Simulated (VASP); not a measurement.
Given:

```
CELL_PARAMETERS angstrom
      0.00000     3.34401     3.34401
      3.34401     0.00000     3.34401
      3.34401     3.34401     0.00000
ATOMIC_POSITIONS crystal
  Ba 0.00000 0.00000 0.00000
  S  0.50000 0.50000 0.50000
```

Calculation: vdW-DF2, VASP's PBE PAW potentials (set 64) (plane waves; VASP). Settings: 520 eV cut-off, 7×7×7 Γ-centred mesh, Gaussian smearing of 0.050 eV, potentials Ba_sv S.

**Question.** The job: BaS (rock salt), 2 atoms, vdW-DF2, static run, 520 eV, 7×7×7 Γ-centred mesh. Roughly how much core time does it take on a busy server core?

**Answer.** About 80 core-seconds (one run on a shared machine, a rough figure). It had 20 irreducible k-points, 12 bands, up to 2026 plane waves and 15 electronic steps.

The compound is BaS in the rock salt structure. This cell is one point of a volume scan, at 1.06 of the reference volume.
